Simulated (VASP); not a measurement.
OSZICAR of a VASP run on Rb (bcc):

### OSZICAR
```
       N       E                     dE             d eps       ncg     rms          rms(c)
DAV:   1     0.374608684573E+02    0.37461E+02   -0.31929E+03   464   0.782E+02
DAV:   2    -0.703258931831E+01   -0.44493E+02   -0.44019E+02   512   0.154E+02
DAV:   3    -0.102690326821E+02   -0.32364E+01   -0.31599E+01   840   0.441E+01
DAV:   4    -0.103600064039E+02   -0.90974E-01   -0.88236E-01   600   0.471E+00
DAV:   5    -0.103623967359E+02   -0.23903E-02   -0.23692E-02   752   0.483E-01    0.109E+01
DAV:   6    -0.251846234341E+01    0.78439E+01   -0.70367E+01   464   0.330E+01    0.538E+00
DAV:   7    -0.239685241313E+01    0.12161E+00   -0.19582E+00   664   0.144E+01    0.405E+00
DAV:   8    -0.105182214471E+01    0.13450E+01   -0.14736E+00   672   0.144E+01    0.294E+00
DAV:   9    -0.184668263343E+01   -0.79486E+00   -0.68175E-01   496   0.817E+00    0.199E+00
DAV:  10    -0.155292369920E+01    0.29376E+00   -0.45193E-01   472   0.711E+00    0.184E+00
DAV:  11    -0.200593072484E+01   -0.45301E+00   -0.48256E-01   520   0.839E+00    0.995E-01
DAV:  12    -0.171707209715E+01    0.28886E+00   -0.81981E-02   520   0.439E+00    0.730E-01
DAV:  13    -0.188552225966E+01   -0.16845E+00   -0.15920E-01   464   0.648E+00    0.664E-01
DAV:  14    -0.155748982154E+01    0.32803E+00   -0.35911E-01   688   0.694E+00    0.187E-01
DAV:  15    -0.159324333579E+01   -0.35754E-01   -0.11469E-02   712   0.623E-01    0.316E-01
DAV:  16    -0.158744593674E+01    0.57974E-02   -0.22907E-03   520   0.413E-01    0.261E-01
DAV:  17    -0.165510235263E+01   -0.67656E-01   -0.61620E-02   464   0.243E+00    0.352E-01
DAV:  18    -0.164306348577E+01    0.12039E-01   -0.24085E-02   464   0.165E+00    0.327E-01
DAV:  19    -0.164650287916E+01   -0.34394E-02   -0.21976E-03   480   0.554E-01    0.327E-01
DAV:  20    -0.164482491960E+01    0.16780E-02   -0.70069E-04   536   0.337E-01    0.342E-01
DAV:  21    -0.165226340761E+01   -0.74385E-02   -0.36757E-03   472   0.716E-01    0.344E-01
DAV:  22    -0.165299144801E+01   -0.72804E-03   -0.33881E-03   464   0.792E-01    0.321E-01
DAV:  23    -0.165424768903E+01   -0.12562E-02   -0.66396E-04   480   0.324E-01    0.312E-01
DAV:  24    -0.165435554192E+01   -0.10785E-03   -0.30911E-03   464   0.619E-01    0.252E-01
DAV:  25    -0.166155710945E+01   -0.72016E-02   -0.23791E-02   464   0.191E+00    0.190E-01
DAV:  26    -0.166203131434E+01   -0.47420E-03   -0.12550E-03   480   0.440E-01    0.184E-01
DAV:  27    -0.166282224281E+01   -0.79093E-03   -0.37641E-03   464   0.616E-01    0.175E-01
DAV:  28    -0.166384034975E+01   -0.10181E-02   -0.15664E-03   464   0.485E-01    0.146E-01
DAV:  29    -0.166355821377E+01    0.28214E-03   -0.94665E-04   464   0.372E-01    0.965E-02
DAV:  30    -0.166371614049E+01   -0.15793E-03   -0.11493E-03   464   0.401E-01    0.588E-02
DAV:  31    -0.166350747886E+01    0.20866E-03   -0.12697E-03   464   0.419E-01    0.487E-02
DAV:  32    -0.166340598150E+01    0.10150E-03   -0.88388E-05   512   0.140E-01    0.275E-02
DAV:  33    -0.166365554190E+01   -0.24956E-03   -0.45733E-04   464   0.243E-01    0.201E-02
DAV:  34    -0.166375716936E+01   -0.10163E-03   -0.16268E-04   464   0.149E-01    0.100E-02
DAV:  35    -0.166376133999E+01   -0.41706E-05   -0.30203E-05   480   0.666E-02    0.548E-03
DAV:  36    -0.166377336110E+01   -0.12021E-04   -0.99542E-06   480   0.344E-02    0.440E-03
DAV:  37    -0.166376682046E+01    0.65406E-05   -0.10001E-05   464   0.370E-02    0.803E-03
DAV:  38    -0.166377410459E+01   -0.72841E-05   -0.32950E-06   488   0.208E-02    0.854E-03
DAV:  39    -0.166377389528E+01    0.20931E-06   -0.35580E-08   472   0.169E-03
   1 F= -.16637739E+01 E0= -.16633444E+01  d E =-.166377E+01
       N       E                     dE             d eps       ncg     rms          rms(c)
DAV:   1    -0.166399891934E+01   -0.22481E-03   -0.15546E-02   536   0.100E+00    0.115E-01
DAV:   2    -0.166382771569E+01    0.17120E-03   -0.20537E-03   464   0.467E-01    0.614E-02
DAV:   3    -0.166369447914E+01    0.13324E-03   -0.94595E-04   632   0.226E-01    0.138E-02
DAV:   4    -0.166381568550E+01   -0.12121E-03   -0.73664E-05   464   0.117E-01    0.102E-02
DAV:   5    -0.166380077372E+01    0.14912E-04   -0.15595E-05   464   0.453E-02    0.825E-03
DAV:   6    -0.166384474313E+01   -0.43969E-04   -0.51924E-05   464   0.936E-02    0.488E-03
DAV:   7    -0.166379276539E+01    0.51978E-04   -0.44104E-05   464   0.826E-02    0.441E-03
DAV:   8    -0.166379917952E+01   -0.64141E-05   -0.38142E-06   464   0.273E-02    0.513E-04
DAV:   9    -0.166379616626E+01    0.30133E-05   -0.24973E-06   464   0.195E-02    0.294E-04
DAV:  10    -0.166379618257E+01   -0.16309E-07   -0.63954E-08   480   0.299E-03
   2 F= -.16637962E+01 E0= -.16633667E+01  d E =-.222873E-04
```

Which electronic solver shows in the log?

It is blocked Davidson (ALGO = Normal, or the opening steps of other solvers). The INCAR had ALGO = Normal.

Can the final energy be trusted as converged?

The calculation finished and met its thresholds. It stopped with EDIFF = 1E-6, NELM = 100, NSW = 60 and EDIFFG = -0.01 after 2 ionic steps (MS2 meta-GGA, plane waves, VASP's PBE PAW potentials (set 64)).

The compound is Rb in the bcc structure. This run relaxes it. Symmetry was kept, so distortions that lower it aren't found. The start is the result of an earlier pass.
